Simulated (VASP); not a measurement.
These are AM05 GGA, VASP's PBE PAW potentials (set 64) (plane waves; VASP) values and carry that method's errors.

VASP input:

**POSCAR**
```
TiO2
1
    4.6913033473     0.0000000000     0.0000000000
    0.0000000000     4.6913033473     0.0000000000
    0.0000000000     0.0000000000     2.9989335134
Ti O
2 4
Direct
  1.0000000000   1.0000000000   0.0000000000
  0.5000000000   0.5000000000   0.5000000000
  0.3046533745   0.3046533745   1.0000000000
  0.8046533745   0.1953466255   0.5000000000
  0.1953466255   0.8046533745   0.5000000000
  0.6953466255   0.6953466255   0.0000000000
```

### INCAR
```
# general
SYSTEM =TiO2
PREC   =Accurate
ENCUT  =520
LREAL  =F
LASPH  =T

# electronic loop
EDIFF  =1E-7
NELM   =100
ALGO   =Normal
LMAXMIX=4

# smearing
ISMEAR =0
SIGMA  =0.05

# functional
GGA    =AM

# ions
IBRION =2
NSW    =30
ISIF   =4
EDIFFG =-0.01

# output
LWAVE  =F
LCHARG =F
```

File KPOINTS:
```
K-points
0
gamma
5 5 8
0 0 0
```

POTCAR, in this order: Ti_sv O (PBE.64 set). Program: vasp_std.

Output

**OSZICAR**
```
       N       E                     dE             d eps       ncg     rms          rms(c)
DAV:   1     0.669470680884E+03    0.66947E+03   -0.24879E+04  1680   0.199E+03
DAV:   2     0.532183253409E+02   -0.61625E+03   -0.59556E+03  1784   0.576E+02
DAV:   3    -0.661006309725E+02   -0.11932E+03   -0.11528E+03  2624   0.215E+02
DAV:   4    -0.712491052182E+02   -0.51485E+01   -0.51426E+01  2244   0.489E+01
DAV:   5    -0.714837013794E+02   -0.23460E+00   -0.23454E+00  2452   0.852E+00    0.303E+01
DAV:   6    -0.554495356185E+02    0.16034E+02   -0.11747E+02  2044   0.100E+02    0.126E+01
DAV:   7    -0.548555797047E+02    0.59396E+00   -0.20265E+01  2080   0.346E+01    0.750E+00
DAV:   8    -0.548991611028E+02   -0.43581E-01   -0.66242E+00  2108   0.225E+01    0.529E+00
DAV:   9    -0.545869575517E+02    0.31220E+00   -0.30367E+00  2100   0.145E+01    0.134E+00
DAV:  10    -0.545909490932E+02   -0.39915E-02   -0.14869E-01  2100   0.300E+00    0.215E-01
DAV:  11    -0.545916089736E+02   -0.65988E-03   -0.92799E-03  2476   0.651E-01    0.147E-01
DAV:  12    -0.545915003551E+02    0.10862E-03   -0.87545E-04  2196   0.227E-01    0.758E-02
DAV:  13    -0.545914045384E+02    0.95817E-04   -0.60545E-04  2408   0.145E-01    0.127E-02
DAV:  14    -0.545914079020E+02   -0.33635E-05   -0.59079E-05  2260   0.621E-02    0.133E-02
DAV:  15    -0.545914061622E+02    0.17398E-05   -0.20751E-05  2304   0.392E-02    0.366E-03
DAV:  16    -0.545914060785E+02    0.83666E-07   -0.14642E-06  2312   0.106E-02    0.120E-03
DAV:  17    -0.545914060177E+02    0.60858E-07   -0.17988E-07  1448   0.397E-03
   1 F= -.54591406E+02 E0= -.54591406E+02  d E =-.545914E+02
       N       E                     dE             d eps       ncg     rms          rms(c)
DAV:   1    -0.546277577120E+02   -0.36352E-01   -0.63403E+00  1680   0.205E+01    0.123E+00
DAV:   2    -0.546204740717E+02    0.72836E-02   -0.20155E-01  1848   0.366E+00    0.789E-01
DAV:   3    -0.546110523587E+02    0.94217E-02   -0.29877E-02  2180   0.145E+00    0.359E-01
DAV:   4    -0.546086558431E+02    0.23965E-02   -0.11000E-02  2140   0.923E-01    0.737E-02
DAV:   5    -0.546086642198E+02   -0.83767E-05   -0.10653E-03  1880   0.294E-01    0.400E-02
DAV:   6    -0.546086566283E+02    0.75915E-05   -0.10738E-04  2544   0.795E-02    0.169E-02
DAV:   7    -0.546086565819E+02    0.46457E-07   -0.32338E-05  2128   0.439E-02    0.615E-03
DAV:   8    -0.546086566442E+02   -0.62334E-07   -0.46869E-06  2128   0.167E-02    0.226E-03
DAV:   9    -0.546086566039E+02    0.40348E-07   -0.29181E-07  1520   0.486E-03
   2 F= -.54608657E+02 E0= -.54608657E+02  d E =-.172506E-01
       N       E                     dE             d eps       ncg     rms          rms(c)
DAV:   1    -0.546134753848E+02   -0.48187E-02   -0.10351E+00  1692   0.829E+00    0.497E-01
DAV:   2    -0.546122177067E+02    0.12577E-02   -0.32302E-02  1852   0.148E+00    0.320E-01
DAV:   3    -0.546106511103E+02    0.15666E-02   -0.45133E-03  2136   0.573E-01    0.135E-01
DAV:   4    -0.546103339959E+02    0.31711E-03   -0.16682E-03  2180   0.357E-01    0.330E-02
DAV:   5    -0.546103307690E+02    0.32269E-05   -0.17142E-04  1928   0.120E-01    0.161E-02
DAV:   6    -0.546103297477E+02    0.10212E-05   -0.16989E-05  2568   0.312E-02    0.618E-03
DAV:   7    -0.546103298007E+02   -0.52935E-07   -0.44609E-06  2156   0.162E-02    0.241E-03
DAV:   8    -0.546103298216E+02   -0.20928E-07   -0.76217E-07  1868   0.661E-03
   3 F= -.54610330E+02 E0= -.54610330E+02  d E =-.189238E-01
```

### OUTCAR
```
------------------------ aborting loop because EDIFF is reached ----------------------------------------
  FORCE on cell =-STRESS in cart. coord.  units (eV):
  Direction    XX          YY          ZZ          XY          YZ          ZX
  --------------------------------------------------------------------------------------
  Total       -4.3704505     -4.3704505     -4.3978331      0.0000000      0.0000000      0.0000000
  in kB     -106.0920693   -106.0920693   -106.7567777      0.0000000      0.0000000      0.0000000
  external PRESSURE =    -106.3136388 kB  Pullay stress =       0.0000000 kB
  volume of cell :       66.00
      direct lattice vectors                 reciprocal lattice vectors
     4.716572726  0.000000000  0.000000000     0.212018357  0.000000000  0.000000000
    -0.000000000  4.716572726  0.000000000     0.000000000  0.212018357  0.000000000
     0.000000000  0.000000000  2.966885588     0.000000000  0.000000000  0.337053779
 POSITION                                       TOTAL-FORCE (eV/Angst)
 -----------------------------------------------------------------------------------
      0.00000      0.00000      0.00000        -0.000000      0.000000      0.000000
      2.35829      2.35829      1.48344        -0.000000      0.000000      0.000000
      1.45046      1.45046      0.00000        -0.001264     -0.001264     -0.000000
      3.80875      0.90783      1.48344        -0.001264      0.001264      0.000000
      0.90783      3.80875      1.48344         0.001264     -0.001264     -0.000000
      3.26611      3.26611      0.00000         0.001264      0.001264      0.000000
 -----------------------------------------------------------------------------------
    total drift:                               -0.000000      0.000000     -0.000000
  FREE ENERGIE OF THE ION-ELECTRON SYSTEM (eV)
  ---------------------------------------------------
  free  energy   TOTEN  =       -54.6103298216 eV

  energy  without entropy=      -54.6103298216  energy(sigma->0) =      -54.61032982

 reached required accuracy - stopping structural energy minimisation
```
(Selected blocks of OUTCAR.)

**CONTCAR**
```
TiO2
   1.00000000000000
     4.7165727261533625    0.0000000000000000    0.0000000000000000
    -0.0000000000000000    4.7165727261533625    0.0000000000000000
     0.0000000000000000    0.0000000000000000    2.9668855879659568
  Ti              O
     2     4
Direct
     0.0000000000000000    0.0000000000000000    0.0000000000000000
     0.5000000000000000    0.5000000000000000    0.5000000000000000
     0.3075243925085843    0.3075243925085843    0.0000000000000000
     0.8075243925085843    0.1924756074914157    0.5000000000000000
     0.1924756074914157    0.8075243925085843    0.5000000000000000
     0.6924756074914157    0.6924756074914157    0.0000000000000000
```

**OUTCAR**
```
 val. band max:        4.0788536657   @ k =   0.0000   0.0000   0.0000

 cond. band min:       5.9349306227   @ k =   0.0000   0.0000   0.0000


 Fermi energy:         4.3707286502

 k-point     1 :       0.0000    0.0000    0.0000
  band No.  band energies     occupation
      1     -52.4913      2.00000
      2     -52.4787      2.00000
      3     -28.9403      2.00000
      4     -28.9403      2.00000
      5     -28.8038      2.00000
      6     -28.8038      2.00000
      7     -28.7545      2.00000
      8     -28.7299      2.00000
      9     -13.6407      2.00000
     10     -12.5611      2.00000
     11     -11.8999      2.00000
     12     -11.8999      2.00000
     13      -1.3945      2.00000
     14      -0.9277      2.00000
     15      -0.3846      2.00000
     16       0.5224      2.00000
     17       0.5224      2.00000
     18       1.6625      2.00000
     19       1.6625      2.00000
     20       2.3938      2.00000
     21       3.5257      2.00000
     22       3.7317      2.00000
     23       3.7317      2.00000
     24       4.0789      2.00000
     25       5.9349      0.00000
     26       6.2412      0.00000
     27       6.5625      0.00000
     28       6.5686      0.00000

 k-point     2 :       0.2000    0.0000    0.0000
  band No.  band energies     occupation
      1     -52.4901      2.00000
      2     -52.4799      2.00000
      3     -28.9313      2.00000
      4     -28.9306      2.00000
      5     -28.8144      2.00000
      6     -28.8137      2.00000
      7     -28.7522      2.00000
      8     -28.7322      2.00000
      9     -13.5199      2.00000
     10     -12.5975      2.00000
     11     -11.9907      2.00000
     12     -11.9369      2.00000
     13      -1.1776      2.00000
     14      -0.8102      2.00000
     15      -0.1511      2.00000
     16       0.5337      2.00000
     17       0.5403      2.00000
     18       1.4832      2.00000
     19       1.6224      2.00000
     20       2.4251      2.00000
...
```

The compound is TiO2 in the rutile structure. This cell is one point of a volume scan, at 1.06 of the reference volume. Symmetry was kept, so distortions that lower it aren't found.
